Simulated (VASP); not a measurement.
**GW-BSE spectrum of BN (Qingsongite)**

Wanted: the lowest vertical excitons of BN (Qingsongite) and its absorption. The cell is of the zinc-blende type, one of the forms listed for this formula. The start is a cell from a database of measured crystal structures.

Calculated with VASP 6.6.1; PBE; plane waves and PAW (N_GW, B_GW), in the first sound run; inputs show where later runs differ.

### 1. The structure

Symmetry: F-43m, No. 216, cubic system. The conventional cell has a = 3.615 Å, b = 3.615 Å, c = 3.615 Å, α = 90.00°, β = 90.00°, γ = 90.00°. N has 4 B at 1.57 Å nearest. Nearest to B lie 4 N at 1.57 Å. Farther neighbours and most contacts between anions are not listed.

### 2. Ground state

The orbitals come from a self-consistent PBE run with a tight EDIFF and a narrow smearing. KPOINTS_OPT adds the bands along a path, which shows whether the mesh holds the band edges.

INCAR

```
SYSTEM = BN
PREC = Accurate
ENCUT = 450
EDIFF = 1E-08
NELM = 100
ISMEAR = 0
SIGMA = 0.01
LREAL = .FALSE.
ALGO = Normal
GGA = PE
NBANDS = 10
LORBIT = 11
LWAVE = .TRUE.
LCHARG = .FALSE.
KPAR = 8
```

POSCAR

```
BN
1.0
    0.0000000000      1.8075000000      1.8075000000
    1.8075000000      0.0000000000      1.8075000000
    1.8075000000      1.8075000000      0.0000000000
N B
1 1
Direct
    0.7500000000      0.7500000000      0.7500000000
    0.0000000000      0.0000000000      0.0000000000
```

KPOINTS

```
Automatic mesh
0
Gamma
8 8 8
0 0 0
```

KPOINTS_OPT

```
Line mode
12
Line-mode
Reciprocal
  0.00000000   0.00000000   0.00000000 GAMMA
  0.50000000   0.00000000   0.50000000 X

  0.50000000   0.00000000   0.50000000 X
  0.50000000   0.25000000   0.75000000 W

  0.50000000   0.25000000   0.75000000 W
  0.37500000   0.37500000   0.75000000 K

  0.37500000   0.37500000   0.75000000 K
  0.00000000   0.00000000   0.00000000 GAMMA

  0.00000000   0.00000000   0.00000000 GAMMA
  0.50000000   0.50000000   0.50000000 L

  0.50000000   0.50000000   0.50000000 L
  0.62500000   0.25000000   0.62500000 U

  0.62500000   0.25000000   0.62500000 U
  0.50000000   0.25000000   0.75000000 W

  0.50000000   0.25000000   0.75000000 W
  0.50000000   0.50000000   0.50000000 L

  0.50000000   0.50000000   0.50000000 L
  0.37500000   0.37500000   0.75000000 K

  0.62500000   0.25000000   0.62500000 U
  0.50000000   0.00000000   0.50000000 X
```

PAW data sets: N_GW and B_GW (PBE family, release 64).

On the command line:

```bash
> mpirun -np 8 vasp_std
```

What it wrote:

```text
[banner, memory and clock lines left out]
running    8 mpi-ranks, on    1 nodes
 distrk:  each k-point on    1 cores,    8 groups
 distr:  one band on    1 cores,    1 groups

 POSCAR found type information on POSCAR N B
 POSCAR found :  2 types and       2 ions
|                                                                             |
|           W    W    AA    RRRRR   N    N  II  N    N   GGGG   !!!           |
|           W    W   A  A   R    R  NN   N  II  NN   N  G    G  !!!           |
|           W    W  A    A  R    R  N N  N  II  N N  N  G       !!!           |
|           W WW W  AAAAAA  RRRRR   N  N N  II  N  N N  G  GGG   !            |
|           WW  WW  A    A  R   R   N   NN  II  N   NN  G    G                |
|           W    W  A    A  R    R  N    N  II  N    N   GGGG   !!!           |
|                                                                             |
|     For optimal performance we recommend to set                             |
|       NCORE = 2 up to number-of-cores-per-socket                            |
|     NCORE specifies how many cores store one orbital (NPAR=cpu/NCORE).      |
|     This setting can greatly improve the performance of VASP for DFT.       |
|     The default, NCORE=1 might be grossly inefficient on modern             |
|     multi-core architectures or massively parallel machines. Do your        |
|     Unfortunately you need to use the default for GW and RPA                |
|     calculations (for HF NCORE is supported but not extensively tested      |
|     yet).                                                                   |
|                                                                             |

 LDA part: xc-table for (Slater+PW92), standard interpolation
 POSCAR, INCAR and KPOINTS ok, starting setup
 FFT: planning ... GRIDC
 FFT: planning ... GRID_SOFT
 FFT: planning ... GRID
 WAVECAR not read
 entering main loop
       N       E                     dE             d eps       ncg     rms          rms(c)
DAV:   1     0.248311997435E+02    0.24831E+02   -0.47946E+03   604   0.792E+02
DAV:   2    -0.174185307079E+02   -0.42250E+02   -0.38754E+02   698   0.233E+02
DAV:   3    -0.183788223001E+02   -0.96029E+00   -0.95764E+00   690   0.296E+01
DAV:   4    -0.183832673975E+02   -0.44451E-02   -0.44442E-02   694   0.233E+00
DAV:   5    -0.183832940394E+02   -0.26642E-04   -0.26641E-04   732   0.164E-01    0.604E+00
DAV:   6    -0.175381001719E+02    0.84519E+00   -0.28544E+00   812   0.142E+01    0.229E+00
DAV:   7    -0.174606375021E+02    0.77463E-01   -0.87268E-02   814   0.308E+00    0.118E+00
DAV:   8    -0.174464870485E+02    0.14150E-01   -0.38512E-02   836   0.197E+00    0.142E-01
DAV:   9    -0.174469016609E+02   -0.41461E-03   -0.10617E-03   650   0.312E-01    0.385E-02
DAV:  10    -0.174469029689E+02   -0.13080E-05   -0.90033E-05   696   0.104E-01    0.937E-03
DAV:  11    -0.174469074635E+02   -0.44946E-05   -0.71582E-06   674   0.260E-02    0.375E-03
DAV:  12    -0.174469073133E+02    0.15022E-06   -0.87395E-07   768   0.970E-03    0.461E-04
DAV:  13    -0.174469073640E+02   -0.50752E-07   -0.26806E-08   674   0.157E-03    0.748E-05
DAV:  14    -0.174469073772E+02   -0.13210E-07   -0.91227E-10   410   0.313E-04    0.303E-05
DAV:  15    -0.174469073762E+02    0.98100E-09   -0.79406E-11   366   0.141E-04
   1 F= -.17446907E+02 E0= -.17446907E+02  d E =-.202802E-66
 Start KPOINTS_OPT (optional k-point list driver)
k-point batch [1-29\120]
       N       E                     dE             ncg
DAV:   1     0.112746825542E+04   -0.94287E+04      580
DAV:   2    -0.848582127747E+02   -0.12123E+04      740
DAV:   3    -0.108358713520E+03   -0.23501E+02      748
DAV:   4    -0.108453192379E+03   -0.94479E-01      666
DAV:   5    -0.108453642744E+03   -0.45036E-03      706
DAV:   6    -0.108453645999E+03   -0.32550E-05      702
DAV:   7    -0.108453646026E+03   -0.26354E-07      718
DAV:   8    -0.108453646026E+03   -0.70912E-11      694
[...]
k-point batch [117-120\120]
       N       E                     dE             ncg
DAV:   1     0.981522066877E+04   -0.15542E+04       80
DAV:   2     0.966033923756E+04   -0.15488E+03       88
DAV:   3     0.965782800869E+04   -0.25112E+01      112
DAV:   4     0.965782070021E+04   -0.73085E-02       90
DAV:   5     0.965782066247E+04   -0.37746E-04      108
DAV:   6     0.965782066236E+04   -0.10920E-06      102
DAV:   7     0.965782066236E+04    0.17644E-09      108
 writing wavefunctions
```

Wall time 2.6 s (8 MPI ranks of Intel Xeon 6975P-C (Granite Rapids), shared host); peak memory 0.84 GiB; 12 s of CPU time.

The logs omit lines about the potential files and the build; timing stands in the text.

OUTCAR, selected parts (step 2):

```text
ion  position               nearest neighbor table
   1  0.750  0.750  0.750-   2 1.57   2 1.57   2 1.57   2 1.57
   2  0.000  0.000  0.000-   1 1.57   1 1.57   1 1.57   1 1.57

  LATTYP: Found a face centered cubic cell.
 ALAT       =     3.6150000000

 Subroutine GETGRP returns: Found 24 space group operations
 (whereof 24 operations were pure point group operations)

The static configuration has the point symmetry T_d .

 Found     29 irreducible k-points:

   k-points           NKPTS =     29   k-points in BZ     NKDIM =     29   number of bands    NBANDS=     10

   dimension x,y,z NGX =    18 NGY =   18 NGZ =   18
   dimension x,y,z NGXF=    36 NGYF=   36 NGZF=   36

   ENCUT  =  450.0 eV  33.07 Ry    5.75 a.u.   4.42  4.42  4.42*2*pi/ulx,y,z

   NELECT =       8.0000    total number of electrons

 k-points in reciprocal lattice and weights: Automatic mesh
   0.00000000  0.00000000  0.00000000       0.002
   0.12500000  0.00000000  0.00000000       0.016
   0.25000000  0.00000000  0.00000000       0.016
   0.37500000  0.00000000  0.00000000       0.016
   0.50000000  0.00000000  0.00000000       0.008
   0.12500000  0.12500000  0.00000000       0.012
   0.25000000  0.12500000  0.00000000       0.047
   0.37500000  0.12500000  0.00000000       0.047
   0.50000000  0.12500000  0.00000000       0.047
[...]
-0.37500000  0.50000000  0.12500000       0.023
  -0.25000000  0.50000000  0.25000000       0.012

 average (electrostatic) potential at core
       1 -59.3488       2 -24.4181

 E-fermi :   7.5830

 k-point     1 :       0.0000    0.0000    0.0000
  band No.  band energies     occupation
      1     -12.7713      2.00000
      2       7.4633      2.00000
      3       7.4633      2.00000
      4       7.4633      2.00000
      5      16.2832      0.00000
      6      16.2832      0.00000
      7      16.2832      0.00000
      8      17.8049      0.00000
      9      32.2092      0.00000
    ...

 k-point     2 :       0.1250    0.0000    0.0000
  band No.  band energies     occupation
      1     -12.3931      2.00000
      2       5.5852      2.00000
      3       7.0805      2.00000
      4       7.0805      2.00000
      5      16.6509      0.00000
      6      16.8541      0.00000
      7      16.8541      0.00000
      8      18.9896      0.00000
      9      31.7671      0.00000
    ...

 k-point     3 :       0.2500    0.0000    0.0000
  band No.  band energies     occupation
      1     -11.2935      2.00000
      2       1.9847      2.00000
      3       6.3339      2.00000
      4       6.3339      2.00000
      5      17.1066      0.00000
      6      17.8045      0.00000
      7      17.8045      0.00000
      8      21.0348      0.00000
      9      30.9176      0.00000
    ...

  Total       -0.0477013     -0.0477013     -0.0477013      0.0000000      0.0000000      0.0000000
  in kB       -6.4710709     -6.4710709     -6.4710709      0.0000000      0.0000000      0.0000000
  external PRESSURE =      -6.4710709 kB  Pullay stress =       0.0000000 kB

  energy-cutoff  :      450.00
  volume of cell :       11.81
      direct lattice vectors                 reciprocal lattice vectors
     0.000000000  1.807500000  1.807500000    -0.276625173  0.276625173  0.276625173
     1.807500000  0.000000000  1.807500000     0.276625173 -0.276625173  0.276625173
     1.807500000  1.807500000  0.000000000     0.276625173  0.276625173 -0.276625173

 POSITION                                       TOTAL-FORCE (eV/Angst)
 -----------------------------------------------------------------------------------
      2.71125      2.71125      2.71125         0.000000      0.000000     -0.000000
      0.00000      0.00000      0.00000        -0.000000     -0.000000      0.000000
 -----------------------------------------------------------------------------------
    total drift:                               -0.000001     -0.000001     -0.000001

  FREE ENERGIE OF THE ION-ELECTRON SYSTEM (eV)
  ---------------------------------------------------
  free  energy   TOTEN  =       -17.4469073762 eV

  energy  without entropy=      -17.4469073762  energy(sigma->0) =      -17.44690738

 total charge
# of ion       s       p       d       tot
------------------------------------------
    1        1.177   2.687   0.000   3.864
    2        0.641   1.257   0.000   1.898
--------------------------------------------------
tot          1.819   3.944   0.000   5.762

[... 3 further parts left out ...]
```

This step gave:

* free energy (TOTEN): -17.45 eV
* Fermi energy: 7.583 eV
* pressure: -0.6471 GPa
* least gap on mesh and path: 4.460 eV
* least direct gap on mesh and path: 8.820 eV

The highest empty bands on the path are converged less tightly, to about 0.1 eV. The electronic bands at the labelled points (eV, zero at the valence-band top; v1 is the highest filled band, c1 the lowest empty one):

| point | v3 | v2 | v1 | c1 | c2 | c3 | c4 |
| --- | --- | --- | --- | --- | --- | --- | --- |
| Γ | 0.00 | 0.00 | 0.00 | 8.82 | 8.82 | 8.82 | 10.34 |
| 0.55 of the way | -4.54 | -3.32 | -3.32 | 6.50 | 11.21 | 14.04 | 14.04 |
| X | -8.92 | -4.91 | -4.91 | 4.46 | 9.23 | 17.93 | 17.93 |
| 0.55 of the way | -8.43 | -5.88 | -5.84 | 6.85 | 11.18 | 15.95 | 17.30 |
| W | -7.59 | -6.96 | -6.51 | 9.60 | 13.31 | 14.51 | 14.65 |
| 0.55 of the way | -7.98 | -7.47 | -4.94 | 7.99 | 13.05 | 14.73 | 16.53 |
| K | -8.13 | -7.66 | -4.07 | 6.91 | 12.87 | 15.83 | 16.69 |
| 0.55 of the way | -5.14 | -3.43 | -0.90 | 10.38 | 10.58 | 10.93 | 13.34 |
| Γ | 0.00 | 0.00 | 0.00 | 8.82 | 8.82 | 8.82 | 10.34 |
| 0.55 of the way | -6.15 | -1.26 | -1.26 | 9.72 | 10.46 | 10.46 | 13.88 |
| L | -10.69 | -1.94 | -1.94 | 10.14 | 10.71 | 10.71 | 15.26 |
| 0.55 of the way | -9.80 | -4.82 | -2.99 | 8.67 | 13.04 | 13.09 | 15.56 |
| U | -8.13 | -7.66 | -4.07 | 6.91 | 12.87 | 15.83 | 16.69 |
| 0.55 of the way | -7.92 | -7.39 | -5.25 | 8.37 | 13.13 | 14.47 | 16.28 |
| W | -7.59 | -6.96 | -6.51 | 9.60 | 13.31 | 14.51 | 14.65 |
| 0.55 of the way | -9.87 | -4.46 | -3.20 | 9.66 | 11.04 | 13.93 | 15.72 |
| L | -10.69 | -1.94 | -1.94 | 10.14 | 10.71 | 10.71 | 15.26 |
| 0.45 of the way | -10.07 | -4.09 | -2.73 | 9.10 | 12.34 | 12.46 | 15.63 |
| K | -8.13 | -7.66 | -4.07 | 6.91 | 12.87 | 15.83 | 16.69 |
| jump to U | -8.13 | -7.66 | -4.07 | 6.91 | 12.87 | 15.83 | 16.69 |
| 0.45 of the way | -8.67 | -6.13 | -4.65 | 5.55 | 10.36 | 17.23 | 17.49 |
| X | -8.92 | -4.91 | -4.91 | 4.46 | 9.23 | 17.93 | 17.93 |

Of the projections kept (N, B), the largest for each band there; the rest of the weight can lie on other orbitals:

| point | v3 | v2 | v1 | c1 | c2 | c3 | c4 |
| --- | --- | --- | --- | --- | --- | --- | --- |
| Γ | N 0.86 | N 0.86 | N 0.86 | B 0.93 | B 0.93 | B 0.93 | N 0.74 |
| X | N 0.54 | N 0.62 | N 0.62 | B 0.56 | B 0.91 | B 0.57 | B 0.57 |
| W | B 0.51 | N 0.66 | N 0.54 | N 0.87 | B 0.74 | B 1.00 | B 0.52 |
| K | N 0.51 | N 0.59 | N 0.64 | B 0.56 | B 0.59 | B 0.61 | B 0.63 |
| Γ | N 0.86 | N 0.86 | N 0.86 | B 0.93 | B 0.93 | B 0.93 | N 0.74 |
| L | N 0.50 | N 0.72 | N 0.72 | B 0.60 | B 0.79 | B 0.79 | N 0.79 |

The electronic bands as a text plot (rows in eV, shown from -8.0 to 10.3 only):

```
   10.0 | +    +   +        +  ++ +  +++++++      +  ++ ++     +
    9.2 |+      +++  ++    +   +++++++      +    + ++     +     +
    8.4 |++            +  +                  +             +
    7.7 |  ++       +                         + +           +
    6.9 |               ++                     +             +
    6.1 |    ++                                               +
    5.4 |      +   +                                           +
    4.6 |       +++                                             +
    3.8 |
    3.1 |
    2.3 |
    1.6 |
    0.8 |
    0.0 |*                     *****
   -0.7 | *                   * ** ***
   -1.5 |  *                 * **     ***
   -2.3 |   *              **  *    *    ***           ****
   -3.0 |    *            *                ***       **    *
   -3.8 |     *          *    *      *      * **      *   * **
   -4.6 |    * ***      *    *                  *   **     *  ***
   -5.3 |     *   **   *    * *              *     *            *
   -6.1 |           * *    * *        *          *  *       *  *
   -6.9 |      *     **   *                   *  ***          *
   -7.6 |       *    *****  *          *       ****          *
         Γ       X    W  K        Γ      L     U  W     L   K|U X
```

The cell has a gap of 4.46 eV on mesh and path.

### 3. Empty bands

ALGO = Exact makes the empty bands from the converged ground state in one step. LOPTICS writes the k-derivatives of the orbitals (WAVEDER), which give the long-wavelength limit of the screening.

INCAR

```
SYSTEM = BN
PREC = Accurate
ENCUT = 450
ISMEAR = 0
SIGMA = 0.01
LREAL = .FALSE.
GGA = PE
NBANDS = 32
ALGO = Exact
NELM = 1
LWAVE = .TRUE.
LCHARG = .FALSE.
LOPTICS = .TRUE.
NEDOS = 1000
CSHIFT = 0.1
```

POSCAR is that of step 2.

KPOINTS is that of step 2.

On the command line:

```bash
> mpirun -np 8 vasp_std
```

What it wrote:

```text
[banner, memory and clock lines left out]
running    8 mpi-ranks, on    1 nodes
 distrk:  each k-point on    8 cores,    1 groups
 distr:  one band on    1 cores,    8 groups

 POSCAR found type information on POSCAR N B
 POSCAR found :  2 types and       2 ions
 [... a notice as in an earlier step ...]

 LDA part: xc-table for (Slater+PW92), standard interpolation
 found WAVECAR, reading the header
  number of bands has changed, file:    10 present:    32
  trying to continue reading WAVECAR, but it might fail
 POSCAR, INCAR and KPOINTS ok, starting setup
 FFT: planning ... GRIDC
 FFT: planning ... GRID_SOFT
 FFT: planning ... GRID
 reading WAVECAR
 random initialization beyond band           10
 the WAVECAR file was read successfully
 initial charge from wavefunction
 entering main loop
       N       E                     dE             d eps       ncg     rms          rms(c)
DIA:   1    -0.174469073757E+02   -0.17447E+02    0.00000E+00     0   0.000E+00
   1 F= -.17446907E+02 E0= -.17446907E+02  d E =-.185289E-19
 writing wavefunctions
 optical routines
 imaginary and real dielectric function
 recalculating local potential from charge density
 direction            1
 direction            2
 direction            3
```

Wall time 2.2 s (8 MPI ranks); peak memory 0.81 GiB.

From OUTCAR (step 3):

```text
The static configuration has the point symmetry T_d .

 Found     29 irreducible k-points:

   k-points           NKPTS =     29   k-points in BZ     NKDIM =     29   number of bands    NBANDS=     32

   NELECT =       8.0000    total number of electrons

 E-fermi :   7.5225

 k-point     2 :       0.1250    0.0000    0.0000
  band No.  band energies     occupation
      1     -12.3931      2.00000
      2       5.5852      2.00000
      3       7.0805      2.00000
      4       7.0805      2.00000
      5      16.6509      0.00000
      6      16.8541      0.00000
      7      16.8541      0.00000
      8      18.9896      0.00000
      9      31.7648      0.00000
    ...

 k-point     3 :       0.2500    0.0000    0.0000
  band No.  band energies     occupation
      1     -11.2935      2.00000
      2       1.9847      2.00000
      3       6.3339      2.00000
      4       6.3339      2.00000
      5      17.1066      0.00000
      6      17.8045      0.00000
      7      17.8045      0.00000
      8      21.0348      0.00000
      9      30.9167      0.00000
    ...

  Total       -0.0476874     -0.0476874     -0.0476874      0.0000000     -0.0000000     -0.0000000
  in kB       -6.4691817     -6.4691817     -6.4691817      0.0000000     -0.0000000     -0.0000000
  external PRESSURE =      -6.4691817 kB  Pullay stress =       0.0000000 kB

 POSITION                                       TOTAL-FORCE (eV/Angst)
 -----------------------------------------------------------------------------------
      2.71125      2.71125      2.71125         0.000000      0.000000      0.000000
      0.00000      0.00000      0.00000        -0.000000     -0.000000     -0.000000
 -----------------------------------------------------------------------------------
    total drift:                               -0.000001     -0.000001     -0.000001

  FREE ENERGIE OF THE ION-ELECTRON SYSTEM (eV)
  ---------------------------------------------------
  free  energy   TOTEN  =       -17.4469073757 eV

  energy  without entropy=      -17.4469073757  energy(sigma->0) =      -17.44690738

 plasma frequency squared (from intraband transitions) (eV^2)
  --------------------------------------------------------------------------------------
       0.000       0.000       0.000
       0.000       0.000      -0.000
       0.000      -0.000       0.000

[... 12 parts as in an earlier step ...]
```

The gap is read on the k-mesh alone, so it is an upper bound where the band edges lie off the mesh.

A gap read on the k-mesh alone can miss the band edges.

This step gave:

```yaml
gap_on_the_k_mesh: 4.460 eV
least_direct_gap_on_the_k_mesh: 8.820 eV
```

WAVECAR now holds 32 bands for 8 electrons. Its independent-particle dielectric tensor has xx, yy, zz = 4.7, 4.7, 4.7 on this mesh, which isn't tested for convergence in mesh or bands and lacks local fields.

(Part 1 of 3 ends here.)

[Lines on the potential files, build, host, timing and source positions are cut from VASP's logs without a mark.]

[Logs are printed without paths, hosts, clocks, repeated set-up lines and the standing remarks that a program may print on its own settings, such as how far it seeks lower states.]

[Hosts, paths, dates, database ids (printed as entryN), source tags and the programs' standing remarks are cut or masked in the printed files.]

[Pressures printed for these runs are not shown converged in the cutoff: they can be off by several GPa and have the wrong sign.]
